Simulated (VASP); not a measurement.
Calculation: PBEsol GGA, VASP's PBE PAW potentials (set 64) (plane waves; VASP).

Input for VASP

**KPOINTS**
```
Automatic
0
Gamma
 5 5 5
```

INCAR:
```
# general
SYSTEM  = PbS
PREC    = Accurate
ENCUT   = 300
LREAL   = .False.   # projection in real space or not
LASPH   = .True.   # aspherical one-centre terms

# electronic loop
EDIFF   = 1E-6   # SCF stop (eV)
NELM    = 100
ALGO    = Normal   # blocked Davidson
LMAXMIX = 4   # l cut-off of mixed one-centre charges

# smearing
ISMEAR  = -1   # Fermi-Dirac
SIGMA   = 0.05   # width (eV)

# functional
GGA     = PS

# ions
ISIF    = 2   # forces and stress, cell fixed

# output
LWAVE   = .False.
LCHARG  = .False.
```

POSCAR:
```
PbS
1
    0.0000000000     2.9106000000     2.9106000000
    2.9106000000     0.0000000000     2.9106000000
    2.9106000000     2.9106000000     0.0000000000
Pb S
1 1
Direct
  0.0000000000   0.0000000000   0.0000000000
  0.5000000000   0.5000000000   0.5000000000
```

POTCAR, in this order: Pb_d S (PBE.64 set). Program: vasp_std.

At this cut-off the stress carries a Pulay error, which pulls relaxed volumes low.

**Question.** Estimate the energy per atom (σ→0), pressure.

**Answer.** 
- energy per atom (σ→0): -4.728 eV/atom
- pressure: 1.88 GPa

**OSZICAR**
```
...
DAV:   6    -0.946242543538E+01    0.35637E+00   -0.10576E+00   428   0.870E+00    0.354E+00
DAV:   7    -0.945749913397E+01    0.49263E-02   -0.11032E-01   304   0.199E+00    0.176E+00
DAV:   8    -0.945699127345E+01    0.50786E-03   -0.97163E-03   316   0.122E+00    0.886E-02
DAV:   9    -0.945688742890E+01    0.10384E-03   -0.14056E-03   452   0.359E-01    0.824E-02
DAV:  10    -0.945693366600E+01   -0.46237E-04   -0.12819E-04   292   0.861E-02    0.254E-02
DAV:  11    -0.945693387102E+01   -0.20501E-06   -0.22109E-05   372   0.600E-02    0.131E-02
DAV:  12    -0.945693397745E+01   -0.10643E-06   -0.16091E-06   254   0.177E-02
   1 F= -.94569340E+01 E0= -.94569335E+01  d E =-.989006E-06
```

The structure is a typed PbS crystal. The cell was not relaxed at this level, and its volume differs by -5.9 % from the start's.
